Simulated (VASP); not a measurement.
```
CELL_PARAMETERS angstrom
      0.00000     2.25063     2.25063
      2.25063     0.00000     2.25063
      2.25063     2.25063     0.00000
ATOMIC_POSITIONS crystal
  Ga 0.00000 0.00000 0.00000
  N  0.25000 0.25000 0.25000
```

Computed with PBE GGA with D4 dispersion, VASP's PBE PAW potentials (set 64) (plane waves; VASP). Run with 520 eV cut-off, Gaussian smearing of 0.050 eV, potentials Ga_d N.

Q: What does the run give for the band gap (along the path) with the smallest direct gap where there is one?

A: 
| Item | Value |
|---|---|
| band gap (along the path) | 1.75 eV |
| smallest direct gap (along the path) | 1.75 eV |

The absolute energy has meaning only against runs of the same code, potentials and settings.

The compound is GaN in the zinc blende structure, a metastable form; wurtzite is the usual one. It was relaxed first.
